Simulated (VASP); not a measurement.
# Be27N2 in VASP: further runs, part 2 of 2

VASP 6.6.1. The steps go on from the part before.

## Step 3: Single point, PBE+D3(BJ)

INCAR reads:

```
SYSTEM = Be27N2
ALGO = Fast ; EDIFF = 1E-7
ENCUT = 520 ; GGA = PE
ISIF = 2 ; ISMEAR = 0
IVDW = 12 ; LASPH = .TRUE.
LCHARG = .TRUE. ; LELF = .TRUE.
LREAL = Auto ; LVHAR = .TRUE.
LWAVE = .FALSE. ; NBANDS = 52
NELM = 80 ; PREC = Accurate
SIGMA = 0.15
```

KPOINTS reads:

```
k-points
0
G
  4 4 1
  0 0 0
```

POSCAR reads:

```
Be27N2
1.0
    6.8700000000      0.0000000000      0.0000000000
    3.4350000000      5.9495950000      0.0000000000
    0.0000000000      0.0000000000     14.5884300000
Be N
27 2
Direct
    0.0000000000      0.0000000000      0.0685474722
    0.3333333333      0.0000000000      0.0685474722
    0.6666666667      0.0000000000      0.0685474722
    0.0000000280      0.3333332773      0.0685474722
    0.3333333613      0.3333332773      0.0685474722
    0.6666666947      0.3333332773      0.0685474722
   -0.0000000280      0.6666667227      0.0685474722
    0.3333333053      0.6666667227      0.0685474722
    0.6666666387      0.6666667227      0.0685474722
   -0.1109787020      0.2221830225      0.1933722820
    0.2221538869      0.2223038711      0.1933987413
    0.5555526529      0.2220376345      0.1933986728
   -0.1110613751      0.5554720952      0.1933275205
    0.2223075890      0.5555877333      0.1934668090
    0.5553672255      0.5556894209      0.1934024429
   -0.1112700597      0.8889756362      0.1934378134
    0.2222633823      0.8887273840      0.1933806448
    0.5556557676      0.8889714342      0.1933789997
    0.0000246725     -0.0000304222      0.3182034667
    0.3333545068     -0.0000455493      0.3182482282
    0.6666394332      0.0000067231      0.3183897787
   -0.0000017848      0.3333907602      0.3180652065
    0.3333607670      0.3332848707      0.3183908070
    0.6666609146      0.3332641970      0.3181290242
   -0.0000612421      0.6666374770      0.3183555736
    0.3333164009      0.6667191632      0.3183447431
    0.6667000503      0.6667122720      0.3180726781
    0.7283874173      0.4065611189      0.5805209334
    0.8925949731      0.3962604177      0.5715042674
```

Potentials or basis: VASP PAW PBE potentials, release 64 (Be, N).

Run with:

```
cat potpaw_PBE.64/Be/POTCAR potpaw_PBE.64/N/POTCAR > POTCAR
mpirun -np 1 vasp_std > vasp.out
```

OUTCAR:

```text
SYSTEM = Be27N2
   EDIFF = 1E-7
   ENCUT = 520
   GGA = PE
   ISIF = 2
   ISMEAR = 0
   IVDW = 12
   LASPH = .TRUE.
   LREAL = Auto
   NELM = 80
   PREC = Accurate
 IVDW          = 12

 ion  position               nearest neighbor table
   1  0.000  0.000  0.069-  10 2.25  17 2.25  16 2.25   8 2.29   4 2.29   6 2.29   7 2.29   3 2.29
                             2 2.29
   2  0.333  0.000  0.069-  18 2.25  17 2.25  11 2.25   8 2.29   4 2.29   5 2.29   9 2.29   1 2.29
                             3 2.29
   3  0.667  0.000  0.069-  18 2.25  12 2.25  16 2.25   7 2.29   6 2.29   9 2.29   5 2.29   1 2.29
                             2 2.29
   4  0.000  0.333  0.069-  13 2.25  10 2.25  11 2.25   2 2.29   1 2.29   5 2.29   6 2.29   9 2.29
                             7 2.29
   5  0.333  0.333  0.069-  11 2.25  12 2.25  14 2.25   2 2.29   3 2.29   4 2.29   6 2.29   7 2.29
                             8 2.29
   6  0.667  0.333  0.069-  10 2.25  15 2.25  12 2.25   3 2.29   1 2.29   4 2.29   5 2.29   8 2.29
                             9 2.29
   7  1.000  0.667  0.069-  13 2.25  16 2.25  14 2.25   3 2.29   1 2.29   9 2.29   8 2.29   5 2.29
                             4 2.29
   8  0.333  0.667  0.069-  17 2.25  15 2.25  14 2.25   2 2.29   1 2.29   7 2.29   9 2.29   6 2.29
[... 280 lines left out ...]
      4      -8.0512      2.00000
      5      -7.1445      2.00000
      6      -7.1271      2.00000
[... 459 lines left out ...]
     43       3.3493      0.00000
     44       3.3580      0.00000
 [bands above 44 left out]

------------------------ aborting loop because EDIFF is reached ----------------------------------------

 Edisp (eV)   -6.04773

 E8    (eV) :    -2.1892

  FORCE on cell =-STRESS in cart. coord.  units (eV):
  Direction    XX          YY          ZZ          XY          YZ          ZX
  --------------------------------------------------------------------------------------
  -------------------------------------------------------------------------------------
  Total     -24.71168   -26.56628    -0.07600    -0.10488     0.01345    -0.22272
  in kB     -66.39879   -71.38198    -0.20422    -0.28180     0.03614    -0.59843
  external pressure =      -45.99 kB  Pullay stress =        0.00 kB

 VOLUME and BASIS-vectors are now :
 -----------------------------------------------------------------------------
  energy-cutoff  :      520.00
  volume of cell :      596.28
      direct lattice vectors                 reciprocal lattice vectors
     6.870000000  0.000000000  0.000000000     0.145560408 -0.084039334  0.000000000
     3.435000000  5.949595000  0.000000000     0.000000000  0.168078668  0.000000000
     0.000000000  0.000000000 14.588430000     0.000000000  0.000000000  0.068547472

 POSITION                                       TOTAL-FORCE (eV/Angst)
 -----------------------------------------------------------------------------------
      0.00000      0.00000      1.00000        -0.001735     -0.004354     -0.007994
      2.29000      0.00000      1.00000         0.002138     -0.000254     -0.005323
      4.58000      0.00000      1.00000        -0.000640     -0.000424     -0.006350
      1.14500      1.98320      1.00000         0.000565     -0.001237     -0.006290
      3.43500      1.98320      1.00000         0.000335     -0.000335     -0.005251
      5.72500      1.98320      1.00000        -0.001102     -0.000194     -0.005059
[... 21 lines left out ...]
      6.40056      2.41887      8.46889        -1.718400      0.096670      0.202505
      7.49328      2.35759      8.33735         1.718590     -0.097002     -0.214421
 -----------------------------------------------------------------------------------
    total drift:                                0.000547     -0.000311      0.000829

  FREE ENERGIE OF THE ION-ELECTRON SYSTEM (eV)
  ---------------------------------------------------
  free  energy   TOTEN  =      -115.0599455777 eV

  energy  without entropy=     -114.9017961454  energy(sigma->0) =     -114.98087086
```

OSZICAR:

```text
N       E                     dE             d eps       ncg     rms          rms(c)
DAV:   1     0.224102601292E+03    0.22410E+03   -0.22080E+04  1040   0.943E+02
DAV:   2    -0.869924098596E+02   -0.31110E+03   -0.29337E+03  1400   0.185E+02
DAV:   3    -0.115554158343E+03   -0.28562E+02   -0.27672E+02  1296   0.512E+01
[... 14 lines left out ...]
RMM:  18    -0.109012210215E+03   -0.44225E-05   -0.25410E-05  1556   0.109E-02    0.203E-03
RMM:  19    -0.109012212776E+03   -0.25605E-05   -0.86030E-06  1539   0.613E-03    0.497E-04
RMM:  20    -0.109012213537E+03   -0.76195E-06   -0.28863E-06  1411   0.333E-03    0.343E-04
RMM:  21    -0.109012213652E+03   -0.11422E-06   -0.10307E-06  1177   0.180E-03    0.177E-04
RMM:  22    -0.109012213706E+03   -0.54768E-07   -0.35076E-07  1079   0.112E-03
   1 F= -.11505995E+03 E0= -.11498087E+03  d E =-.158149E+00
```

Run time: 8.6 min. Hardware: 1 thread of AMD EPYC 9R45 (Zen 5), shared host; peak memory 0.71 GiB.

Results:

```
Free energy                : -115.0599 eV
Largest force              : 1.735 eV/Å
Band gap on the k mesh     : none (metal or under the smearing width)
Dispersion energy per atom : -0.209 eV
```

Forces in eV/Å, atoms in the order of the input:
```
Be  -0.002 -0.004 -0.008
Be   0.002  0.000 -0.005
Be  -0.001  0.000 -0.006
Be   0.001 -0.001 -0.006
Be   0.000  0.000 -0.005
Be  -0.001  0.000 -0.005
Be   0.005  0.003 -0.005
Be  -0.003  0.001 -0.007
Be  -0.002  0.003 -0.008
Be  -0.001  0.000 -0.002
Be   0.000 -0.001 -0.001
Be   0.001  0.001 -0.001
Be   0.000  0.001  0.001
Be   0.000  0.000  0.000
Be   0.000  0.000 -0.003
Be   0.001  0.000 -0.001
Be   0.001  0.000  0.003
Be  -0.001  0.000  0.000
Be   0.000  0.002  0.009
Be  -0.001  0.000  0.011
Be   0.002 -0.001  0.006
Be   0.000 -0.003  0.012
Be   0.002  0.001  0.006
Be  -0.001  0.001  0.004
Be   0.000  0.002  0.005
Be   0.002 -0.002  0.009
Be  -0.002  0.001  0.008
N   -1.718  0.097  0.203
N    1.719 -0.097 -0.214
```

Caveat: the standard files for N, O and F lose accuracy on very short bonds.
